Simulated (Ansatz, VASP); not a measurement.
## One calculation of NaSb2Au, two programs

File INCAR:

```
SYSTEM = NaSb2Au
ALGO = Fast
EDIFF = 1E-7
EDIFFG = -0.01
ENCUT = 600
GGA = PE
IBRION = 2
ISIF = 3
ISMEAR = -1
LASPH = .TRUE.
LCHARG = .FALSE.
LREAL = .FALSE.
LWAVE = .FALSE.
NELM = 60
NSW = 60
PREC = Accurate
SIGMA = 0.05
```

The input KPOINTS:

```
k-points
0
G
  5 5 3
  0 0 0
```

File POSCAR:

```
NaSb2Au
1.0
    4.3573000000      0.0000000000      0.0000000000
   -2.1786500000      3.7735400000      0.0000000000
    0.0000000000      0.0000000000      6.8184700000
Na Sb Au
1 2 1
Direct
    0.0000000000      0.0000000000      0.5000000000
    0.6666700000      0.3333300000      0.8163200000
    0.3333300000      0.6666700000      0.1836800000
    0.0000000000      0.0000000000      0.0000000000
```

Contents of input.yaml:

```yaml
crystal:
  lattice:
    - [4.3573, 0.0, 0.0]
    - [-2.17865, 3.77354, 0.0]
    - [0.0, 0.0, 6.81847]
  atoms:
    - { symbol: Na, position: [0.0, 0.0, 0.5] }
    - { symbol: Sb, position: [0.66667, 0.33333, 0.81632] }
    - { symbol: Sb, position: [0.33333, 0.66667, 0.18368] }
    - { symbol: Au, position: [0.0, 0.0, 0.0] }
hamiltonian:
  xc: pbe
  pseudopotentials: { kind: paw }
kpoints:
  mp_grid: { grid: [5, 5, 3] }
scf:
  occupations: { method: fermi_dirac, width: 0.05 }
output:
  forces: true
  stress: true
  eigenvalues: true
relax:
  f_tol: 0.01
  max_steps: 40
  cell: { stress_tol: 0.05 }
```

The cell was built by a generator and needn't be a form met in nature.

Alike in both runs: task relaxation of cell and atoms; functional PBE; k mesh 5 × 5 × 3; occupations fermi-dirac, width 0.05 eV; no spin polarisation.

```csv
,VASP,Ansatz
version,VASP 6.6.1,Ansatz 0.2.0
potentials or method,"VASP PAW PBE potentials, release 54 (Na, Sb, Au)",Ansatz PAW
plane-wave cutoff (eV),600,420
valence electrons in the cell,22,58
```

```tsv
	VASP	Ansatz	Ansatz less VASP
gap on the k mesh at the Fermi level, each at its own relaxed structure (eV)	none	none	-
relaxed volume (Å³/atom)	27.56	27.81	+0.253
relaxed cell length with the largest relative difference (Å)	6.554	6.605	+0.0512
energy change over the relaxation (meV/atom)	-3	-2	+0.5
```

A gap of «none» marks a metal or a gap that the smearing closes. The two sets of potentials don't hold the same shells in valence.

Caveats: the plane-wave basis is chosen anew once the cell has moved, so the energies of steps on either side of that aren't comparable (Ansatz). The runs have no spin-orbit coupling, so splittings on Au, Sb are missing.
